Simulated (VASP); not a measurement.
Calculation: PBEsol GGA, VASP's PBE PAW potentials (set 64) (plane waves; VASP 6.6.1).

VASP input:

**KPOINTS**
```
k-points along high-symmetry lines
15
Line-mode
Reciprocal
  0.000000   0.000000   0.000000 ! GAMMA
  0.500000   0.000000   0.500000 ! X

  0.500000   0.000000   0.500000 ! X
  0.625000   0.250000   0.625000 ! U

  0.375000   0.375000   0.750000 ! K
  0.000000   0.000000   0.000000 ! GAMMA

  0.000000   0.000000   0.000000 ! GAMMA
  0.500000   0.500000   0.500000 ! L

  0.500000   0.500000   0.500000 ! L
  0.500000   0.250000   0.750000 ! W

  0.500000   0.250000   0.750000 ! W
  0.500000   0.000000   0.500000 ! X
```

INCAR:
```
# general
SYSTEM   =  SrCl2
PREC     =  Accurate
ENCUT    =  400
LREAL    =  .False.
LASPH    =  .True.
ICHARG   =  11

# electronic loop
EDIFF    =  1E-7
NELM     =  100
ALGO     =  Normal
LMAXMIX  =  4

# smearing
ISMEAR   =  0
SIGMA    =  0.05

# functional
GGA      =  PS

# output
LWAVE    =  .False.
LCHARG   =  .False.
LORBIT   =  11
```

File POSCAR:
```
SrCl2
1
    0.0000000000     3.4577361220     3.4577361220
    3.4577361220     0.0000000000     3.4577361220
    3.4577361220     3.4577361220     0.0000000000
Sr Cl
1 2
Direct
  0.0000000000   0.0000000000   0.0000000000
  0.2500000000   0.2500000000   0.2500000000
  0.7500000000   0.7500000000   0.7500000000
```

POTCAR, in this order: Sr_sv Cl (PBE.64 set). Program: vasp_std. Read from the step before: CHGCAR.

Output

**OSZICAR**
```
       N       E                     dE             d eps       ncg     rms          rms(c)
DAV:   1     0.129052934990E+03    0.12905E+03   -0.10124E+04  2880   0.109E+03
DAV:   2    -0.559829939109E+01   -0.13465E+03   -0.13230E+03  3928   0.228E+02
DAV:   3    -0.128472111759E+02   -0.72489E+01   -0.72429E+01  4024   0.571E+01
DAV:   4    -0.130676628591E+02   -0.22045E+00   -0.22040E+00  4944   0.831E+00
DAV:   5    -0.130700244937E+02   -0.23616E-02   -0.23615E-02  4064   0.750E-01
DAV:   6    -0.130700841161E+02   -0.59622E-04   -0.59621E-04  4480   0.977E-02
DAV:   7    -0.130700853878E+02   -0.12717E-05   -0.12717E-05  4264   0.143E-02
DAV:   8    -0.130700854200E+02   -0.32233E-07   -0.32240E-07  4296   0.221E-03
   1 F= -.13070085E+02 E0= -.13070085E+02  d E =-.111435E-21
```

**OUTCAR**
```
 val. band max:        0.2604996777   @ k =   0.5000   0.0000   0.5000

 cond. band min:       5.4887376735   @ k =   0.0000   0.0000   0.0000



 k-point     1 :       0.0000    0.0000    0.0000
  band No.  band energies     occupation
      1     -32.4572      2.00000
      2     -14.4843      2.00000
      3     -14.4843      2.00000
      4     -14.4843      2.00000
      5     -13.1226      2.00000
      6     -12.1984      2.00000
      7      -2.0046      2.00000
      8      -2.0046      2.00000
      9      -2.0046      2.00000
     10      -0.0938      2.00000
     11      -0.0938      2.00000
     12      -0.0938      2.00000
     13       5.4887      0.00000
     14       6.2185      0.00000
     15       6.2185      0.00000
     16       9.1789      0.00000

 k-point     2 :       0.0357    0.0000    0.0357
  band No.  band energies     occupation
      1     -32.4571      2.00000
      2     -14.4925      2.00000
      3     -14.4848      2.00000
      4     -14.4848      2.00000
      5     -13.1092      2.00000
      6     -12.2029      2.00000
      7      -2.0022      2.00000
      8      -2.0022      2.00000
      9      -1.9820      2.00000
     10      -0.1412      2.00000
     11      -0.0928      2.00000
     12      -0.0928      2.00000
     13       5.5311      0.00000
     14       6.2310      0.00000
     15       6.2381      0.00000
     16       9.1210      0.00000

 k-point     3 :       0.0714    0.0000    0.0714
  band No.  band energies     occupation
      1     -32.4569      2.00000
      2     -14.5158      2.00000
      3     -14.4863      2.00000
      4     -14.4863      2.00000
      5     -13.0706      2.00000
      6     -12.2161      2.00000
      7      -1.9949      2.00000
      8      -1.9949      2.00000
      9      -1.9150      2.00000
     10      -0.2761      2.00000
     11      -0.0899      2.00000
     12      -0.0899      2.00000
     13       5.6485      0.00000
     14       6.2686      0.00000
...
```

The density is held fixed in this step, so its total energy and stress have no physical meaning.

The compound is SrCl2 in the fluorite structure. It was relaxed first.
